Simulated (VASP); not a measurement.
FeClO: single point with LDA+U

Crystal: FeClO.

```xyz
6
Lattice="3.3000 0.0000 0.0000 0.0000 3.7500 0.0000 0.0000 0.0000 7.6500" Properties=species:S:1:pos:R:3 pbc="T T T"
Fe    1.6500    0.0000    0.7421
Fe    0.0000    1.8750    6.9080
Cl    0.0000    0.0000    2.3333
Cl    1.6500    1.8750    5.3168
O     0.0000    0.0000    7.0151
O     1.6500    1.8750    0.6350
```

- Program: VASP 6.6.1
- Task: single point
- Functional: LDA
- Potentials or basis: VASP PAW LDA potentials, release 64 (Fe, Cl, O)
- Cutoff: 520 eV
- k mesh: 6 × 5 × 3
- Occupations: gaussian, width 0.05 eV
- Spin: collinear spin, twin_end start
- Starting moments: [3.5, 3.5, 0.24, 0.24, 0.33, 0.33] μB
- Hubbard terms: Fe d U = 1.0 eV
- Dipole correction: no
- Further INCAR settings: ALGO = Fast; EDIFF = 1e-07; NBANDS = 34

```json
{
 "Pressure": "-0.2 GPa",
 "Largest force": "0.627 eV/Å",
 "Band gap on the k mesh": "none (metal or under the smearing width)",
 "Net moment": "8.37 μB per cell",
 "Site moments": "Fe +3.48; Cl +0.22; O +0.30 μB",
 "Valence electrons inside the program's atomic spheres": "Fe 7.00; Cl 5.09; O 4.97"
}
```

Forces on the atoms (eV/Å):
```
Fe   0.000  0.000 -0.155
Fe   0.000  0.000  0.155
Cl   0.000  0.000  0.622
Cl   0.000  0.000 -0.622
O    0.000  0.000  0.627
O    0.000  0.000 -0.627
```

Stress tensor (GPa, compression positive):
```
-2.28  0.00  0.00
 0.00 -0.17  0.00
 0.00  0.00  1.97
```

Levels at points of the mesh, in eV from the Fermi level:
Spin up:
```
           k point  band 24  band 25  band 26  band 27  band 28  band 29
(0.00, 0.00, 0.00)    -1.31    -0.46    -0.13     4.85     7.33     7.81
(0.50, 0.00, 0.00)    -1.32    -0.71    -0.71     7.21     7.21     8.73
```
Spin down:
```tsv
k point	band 15	band 16	band 17	band 18	band 19	band 20
(0.00, 0.00, 0.00)	-1.46	-1.43	-0.70	-0.25	0.14	0.34
(0.50, 0.00, 0.00)	-1.86	-1.86	-0.34	-0.34	0.33	0.33
```

Eigenvalues of the final occupation matrices:
```
    site  spin  trace               eigenvalues
site 1 d     1   4.75  0.86 0.95 0.97 0.97 1.00
site 1 d     2   1.32  0.20 0.24 0.25 0.29 0.34
site 2 d     1   4.75  0.86 0.95 0.97 0.97 1.00
site 2 d     2   1.32  0.20 0.24 0.25 0.29 0.34
```

Wall time 2.2 min on 1 thread of AMD EPYC 9R45 (Zen 5) (shared host), peak memory 0.22 GiB.

The state reached can hang on the start; a lower one may exist.
